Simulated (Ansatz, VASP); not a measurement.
# YbGe2 in two plane-wave programs

Aim: how closely do two programs agree when they are given the same cell, functional and k mesh? The cell is invented: As first built, before any earlier steps moved the atoms (in the runner's words): it takes the YbSi2 structure with some of its atoms replaced by other elements, volume scaled by an estimate. It may not be a known or stable phase. The cell is taken from a series of VASP runs on this material, whose earlier steps may have relaxed, scaled or displaced it; both programs get it as it stands.

Method: plane waves, with VASP 6.6.1 beside it; relaxation of cell and atoms at RPBE with D4, in Ansatz 0.2.0.

## (1) The starting structure

It takes space group P6/mmm (No. 191, hexagonal). Conventional cell: a = 4.306 Å, b = 4.306 Å, c = 3.968 Å, α = 90.00°, β = 90.00°, γ = 120.00°. Nearest to Yb lie 12 Ge at 3.18 Å. Nearest to Ge lie 3 Ge at 2.49 Å and 6 Yb at 3.18 Å. As first built, before any earlier steps moved the atoms (in the runner's words): sites of the YbSi2 structure (space group 191) filled with other elements, volume scaled by an estimate. Farther neighbours are not listed.

As a file:

```xyz
3
Lattice="4.3057 0.0000 0.0000 -2.1529 3.7289 0.0000 0.0000 0.0000 3.9684" Properties=species:S:1:pos:R:3 pbc="T T T"
Yb    0.0000    0.0000    0.0000
Ge    0.0000    2.4859    1.9842
Ge    2.1529    1.2430    1.9842
```

## (2) VASP: relaxation of cell and atoms, RPBE with D4

The relaxed volume is the usual yardstick between codes: its relative difference is about their pressure difference at one cell divided by the bulk modulus.

Lines of VASP's logs that name or quote its potential files are left out, and so is its time.

File INCAR:

```
SYSTEM = YbGe2
PREC = Accurate
ENCUT = 450
EDIFF = 1E-06
NELM = 150
ISMEAR = -1
SIGMA = 0.05
LREAL = .FALSE.
ALGO = Normal
GGA = RP
IVDW = 13
NBANDS = 33
ISPIN = 2
MAGMOM = 1 0 0
LMAXMIX = 6
AMIX = 0.2
BMIX = 1E-04
AMIX_MAG = 0.8
BMIX_MAG = 1E-04
LORBIT = 11
LWAVE = .FALSE.
LCHARG = .FALSE.
IBRION = 2
NSW = 60
ISIF = 3
EDIFFG = -0.01
```

File POSCAR:

```
YbGe2
1.0
    4.3057191901      0.0000000553      0.0000000000
   -2.1528589917      3.7288623122      0.0000000000
    0.0000000000      0.0000000000      3.9683511458
Yb Ge
1 2
Direct
    0.0000000000      0.0000000000      0.0000000000
    0.3333333300      0.6666666700      0.5000000000
    0.6666666700      0.3333333300      0.5000000000
```

File KPOINTS:

```
Automatic mesh
0
Gamma
5 5 5
0 0 0
```

The projector-augmented-wave data sets are Yb and Ge_d (PBE family, release 64).

The run is started by

```console
$ mpirun -np 1 vasp_std
```

Numbers of over 12 decimals in the logs are rounded to 6 here.

The program printed:

```text
[banner, memory and clock lines left out]
running    1 mpi-ranks, on    1 nodes
 distrk:  each k-point on    1 cores,    1 groups
 distr:  one band on    1 cores,    1 groups

 POSCAR found type information on POSCAR YbGe
 POSCAR found :  2 types and       3 ions
|                                                                             |
|               ----> ADVICE to this user running VASP <----                  |
|                                                                             |
|     You enforced a specific xc type in the INCAR file but a different       |
|     [... a line on the potential file left out ...]
|     I HOPE YOU KNOW WHAT YOU ARE DOING!                                     |
|                                                                             |

 LDA part: xc-table for (Slater+PW92), standard interpolation
 POSCAR, INCAR and KPOINTS ok, starting setup
 FFT: planning ... GRIDC
 FFT: planning ... GRID_SOFT
 FFT: planning ... GRID
 WAVECAR not read
 entering main loop
       N       E                     dE             d eps       ncg     rms          rms(c)
DAV:   1     0.376329749256E+03    0.37633E+03   -0.19958E+04  2773   0.787E+03
DAV:   2     0.585384918013E+02   -0.31779E+03   -0.30777E+03  2532   0.105E+03
DAV:   3    -0.523587111333E+01   -0.63774E+02   -0.62870E+02  2358   0.214E+02
DAV:   4    -0.118338612358E+02   -0.65980E+01   -0.65138E+01  3501   0.687E+01
DAV:   5    -0.126437097636E+02   -0.80985E+00   -0.80315E+00  3704   0.206E+01    0.222E+01
DAV:   6    -0.127406112184E+02   -0.96901E-01   -0.70806E-01  3592   0.688E+00    0.174E+01
DAV:   7    -0.128588848193E+02   -0.11827E+00   -0.56683E-01  3056   0.210E+01    0.129E+01
DAV:   8    -0.127354143811E+02    0.12347E+00   -0.51617E-01  3096   0.266E+01    0.599E+00
DAV:   9    -0.127165175013E+02    0.18897E-01   -0.97592E-02  3312   0.881E+00    0.287E+00
DAV:  10    -0.127139077344E+02    0.26098E-02   -0.46316E-02  3152   0.828E+00    0.313E+00
DAV:  11    -0.127198829949E+02   -0.59753E-02   -0.26787E-02  3508   0.309E+00    0.239E+00
DAV:  12    -0.127092045081E+02    0.10678E-01   -0.22870E-02  3159   0.502E+00    0.713E-01
DAV:  13    -0.127118456989E+02   -0.26412E-02   -0.37559E-03  3512   0.111E+00    0.443E-01
DAV:  14    -0.127109549026E+02    0.89080E-03   -0.14252E-03  3480   0.111E+00    0.318E-01
DAV:  15    -0.127113427927E+02   -0.38789E-03   -0.83976E-04  3280   0.772E-01    0.175E-01
DAV:  16    -0.127113057586E+02    0.37034E-04   -0.12819E-04  3464   0.218E-01    0.151E-01
DAV:  17    -0.127113236835E+02   -0.17925E-04   -0.46554E-05  3392   0.537E-02    0.133E-01
DAV:  18    -0.127113407405E+02   -0.17057E-04   -0.48979E-06  2184   0.525E-02    0.816E-02
DAV:  19    -0.127113581851E+02   -0.17445E-04   -0.89998E-06  2648   0.887E-02    0.387E-02
DAV:  20    -0.127113592222E+02   -0.10371E-05   -0.32814E-06  1984   0.437E-02    0.189E-02
DAV:  21    -0.127113591247E+02    0.97505E-07   -0.84405E-07  1256   0.290E-02
   1 F= -.14489610E+02 E0= -.14483082E+02  d E =-.144896E+02  mag=     0.0011
[... from here on, the cycles between the ionic steps are left out ...]
   2 F= -.14489813E+02 E0= -.14483317E+02  d E =-.202857E-03  mag=     0.0000
   3 F= -.14489679E+02 E0= -.14483150E+02  d E =-.694305E-04  mag=     0.0000
   4 F= -.14489657E+02 E0= -.14483131E+02  d E =-.470648E-04  mag=     0.0000
   5 F= -.14489667E+02 E0= -.14483154E+02  d E =-.569678E-04  mag=    -0.0000
   6 F= -.14489675E+02 E0= -.14483161E+02  d E =-.651030E-04  mag=     0.0000
   7 F= -.14489787E+02 E0= -.14483274E+02  d E =-.111730E-03  mag=     0.0000
   8 F= -.14489705E+02 E0= -.14483182E+02  d E =-.295888E-04  mag=     0.0000
 curvature:  -0.03 expect dE=-0.202E-04 dE for cont linesearch -0.195E-04
 ZBRENT: interpolating
 opt :   0.0337  next Energy=   -14.489715 (dE=-0.397E-04)
 bond charge predicted
       N       E                     dE             d eps       ncg     rms          rms(c)
DAV:   1    -0.127098494524E+02   -0.39359E-03   -0.39027E-04  3474   0.498E-01    0.194E-01
DAV:   2    -0.127100336391E+02   -0.18419E-03   -0.10264E-03  2756   0.111E+00    0.247E-01
DAV:   3    -0.127097819680E+02    0.25167E-03   -0.60747E-04  2750   0.885E-01    0.658E-02
DAV:   4    -0.127097684652E+02    0.13503E-04   -0.27216E-05  3261   0.136E-01    0.148E-02
DAV:   5    -0.127097658727E+02    0.25924E-05   -0.52167E-06  2921   0.250E-02    0.181E-02
DAV:   6    -0.127097651835E+02    0.68921E-06   -0.20679E-06  2267   0.184E-02
   9 F= -.14489691E+02 E0= -.14483173E+02  d E =-.159684E-04  mag=     0.0000
 curvature:  -0.02 expect dE=-0.642E-07 dE for cont linesearch -0.570E-12
 trial: gam= 0.00534 g(F)=  0.789E-45 g(S)=  0.381E-05 ort = 0.152E-06 (trialstep = 0.266E+00)
 search vector abs. value=  0.383E-05
 reached required accuracy - stopping structural energy minimisation
```

OUTCAR, selected parts (step 2):

```text
ion  position               nearest neighbor table
   1  0.000  0.000  0.000-   2 3.18   3 3.18   2 3.18   3 3.18   2 3.18   2 3.18   3 3.18   3 3.18
                             3 3.18   3 3.18   2 3.18   2 3.18
   2  0.333  0.667  0.500-   3 2.49   3 2.49   3 2.49   1 3.18   1 3.18   1 3.18   1 3.18   1 3.18
                             1 3.18
   3  0.667  0.333  0.500-   2 2.49   2 2.49   2 2.49   1 3.18   1 3.18   1 3.18   1 3.18   1 3.18
                             1 3.18

  LATTYP: Found a hexagonal cell.
 ALAT       =     4.3057191901
 C/A-ratio  =     0.9216465289

 Subroutine GETGRP returns: Found 24 space group operations
 (whereof 24 operations were pure point group operations)

The static configuration has the point symmetry D_6h.

 Found     15 irreducible k-points:

   k-points           NKPTS =     15   k-points in BZ     NKDIM =     15   number of bands    NBANDS=     33

   dimension x,y,z NGX =    30 NGY =   30 NGZ =   28
   dimension x,y,z NGXF=    60 NGYF=   60 NGZF=   56

   ENCUT  =  450.0 eV  33.07 Ry    5.75 a.u.   7.45  7.45  6.86*2*pi/ulx,y,z

   NELECT =      52.0000    total number of electrons

 k-points in reciprocal lattice and weights: Automatic mesh
   0.00000000  0.00000000  0.00000000       0.008
   0.20000000  0.00000000  0.00000000       0.048
   0.40000000  0.00000000  0.00000000       0.048
   0.20000000  0.20000000  0.00000000       0.048
   0.40000000  0.20000000  0.00000000       0.048
   0.00000000  0.00000000  0.20000000       0.016
   0.20000000  0.00000000  0.20000000       0.096
   0.40000000  0.00000000  0.20000000       0.096
   0.20000000  0.20000000  0.20000000       0.096
[...]
0.20000000  0.20000000  0.40000000       0.096
   0.40000000  0.20000000  0.40000000       0.096

 average (electrostatic) potential at core
       1 -31.9935       2 -74.2847       3 -74.2847

 E-fermi :   5.3294

 spin component 1
 k-point     1 :       0.0000    0.0000    0.0000
  band No.  band energies     occupation
    ...
     22       4.7952      0.99998
     23       4.7952      0.99998
     24       4.8719      0.99989
     25       4.9309      0.99965
     26       5.0776      0.99354
     27       5.3413      0.44111
     28       7.0803      0.00000
     29       7.0804      0.00000
     30       8.2968      0.00000
     31       9.4161      0.00000
    ...

 k-point     2 :       0.2000    0.0000    0.0000
  band No.  band energies     occupation
    ...
     22       4.8017      0.99997
     23       4.8029      0.99997
     24       4.8812      0.99987
     25       4.9195      0.99973
     26       5.0181      0.99803
     27       5.8559      0.00003
     28       6.9631      0.00000
     29       7.6727      0.00000
     30       8.8518      0.00000
     31       9.1472      0.00000
    ...

 k-point     3 :       0.4000    0.0000    0.0000
  band No.  band energies     occupation
    ...
     22       4.8143      0.99997
     23       4.8160      0.99997
     24       4.8415      0.99994
     25       4.8970      0.99982
     26       4.9132      0.99976
     27       7.3976      0.00000
     28       7.6385      0.00000
     29       8.7869      0.00000
     30       8.8336      0.00000
     31       9.4032      0.00000
    ...

 k-point     4 :       0.2000    0.2000    0.0000
  band No.  band energies     occupation
    ...
     21       4.8036      0.99997
     22       4.8206      0.99996
     23       4.8244      0.99996
     24       4.8383      0.99995
     25       4.9548      0.99944
     26       5.6023      0.00425
     27       6.1314      0.00000
     28       7.0023      0.00000
     29       7.7696      0.00000
     30       9.2819      0.00000
    ...

 k-point     5 :       0.4000    0.2000    0.0000
  band No.  band energies     occupation
    ...
     21       4.7858      0.99998
     22       4.8209      0.99996
     23       4.8450      0.99994
     24       4.8700      0.99990
     25       4.8870      0.99986
     26       5.5530      0.01129
     27       5.9663      0.00000
     28       7.9106      0.00000
     29       8.5441      0.00000
     30       9.1928      0.00000
    ...

 k-point     6 :       0.0000    0.0000    0.2000
  band No.  band energies     occupation
    ...
     22       4.8339      0.99995
     23       4.8339      0.99995
     24       4.8423      0.99994
     25       4.8723      0.99989
     26       4.8874      0.99986
     27       6.1965      0.00000
     28       6.1966      0.00000
     29       7.0990      0.00000
     30       9.2430      0.00000
     31       9.2430      0.00000
    ...

  DFT-D4 for vdW energy calculation

  Edisp (eV):   -1.77993

  Total       0.00704     0.00704    -0.01175     0.00000     0.00000     0.00000
  in kB       0.17715     0.17715    -0.29568     0.00000     0.00000     0.00000
  external pressure =        0.02 kB  Pullay stress =        0.00 kB

  energy-cutoff  :      450.00
  volume of cell :       63.65
      direct lattice vectors                 reciprocal lattice vectors
     4.304458310  0.000000055 -0.000000000     0.232317267  0.134128395  0.000000000
    -2.152228552  3.727770358  0.000000000    -0.000000003  0.268256866  0.000000000
    -0.000000000 -0.000000000  3.966966130     0.000000000 -0.000000000  0.252081809

 POSITION                                       TOTAL-FORCE (eV/Angst)
 -----------------------------------------------------------------------------------
      0.00000      0.00000      0.00000        -0.000000      0.000000      0.000000
      0.00000      2.48518      1.98348         0.000000      0.000000      0.000000
      2.15223      1.24259      1.98348         0.000000     -0.000000     -0.000000
 -----------------------------------------------------------------------------------
    total drift:                               -0.000000      0.000000      0.000000

  FREE ENERGIE OF THE ION-ELECTRON SYSTEM (eV)
  ---------------------------------------------------
  free  energy   TOTEN  =       -14.4896909826 eV

  energy  without entropy=      -14.4766549719  energy(sigma->0) =      -14.48317298

 reached required accuracy - stopping structural energy minimisation

 total charge
# of ion       s       p       d       f       tot
--------------------------------------------------
    1        2.112   6.049   0.421  13.577  22.159
    2        1.169   1.209  10.033   0.000  12.411
    3        1.169   1.209  10.033   0.000  12.411
--------------------------------------------------
tot          4.449   8.466  20.488  13.577  46.980

 magnetization (x)
# of ion       s       p       d       f       tot
--------------------------------------------------
    1       -0.000  -0.000  -0.000   0.000  -0.000
    2       -0.000  -0.000  -0.000   0.000  -0.000
    3       -0.000  -0.000  -0.000   0.000  -0.000
--------------------------------------------------
tot         -0.000  -0.000  -0.000   0.000  -0.000

[... 1 further part left out ...]
```

CONTCAR:

```
YbGe2
   1.00000000000000
     4.3044583100241276    0.0000000550636265   -0.0000000000000000
    -2.1522285520294293    3.7277703580186734    0.0000000000000000
    -0.0000000000000000   -0.0000000000000000    3.9669661296724175
  Yb              Ge
     1     2
Direct
     0.0000000000000000    0.0000000000000000    0.0000000000000000
     0.3333333300000021    0.6666666699999979    0.5000000000000000
     0.6666666699999979    0.3333333300000021    0.5000000000000000
```

Dispersion corrections of this kind ignore metallic screening and tend to overbind metals.

(Part 1 of 2 ends here.)

[Lines on the potential files, build, host, timing and source positions are cut from VASP's logs without a mark.]

[Logs are printed without paths, hosts, clocks, repeated set-up lines and the standing remarks that a program may print on its own settings, such as how far it seeks lower states.]

[Hosts, paths, dates, database ids (printed as entryN), source tags and the programs' standing remarks are cut or masked in the printed files.]
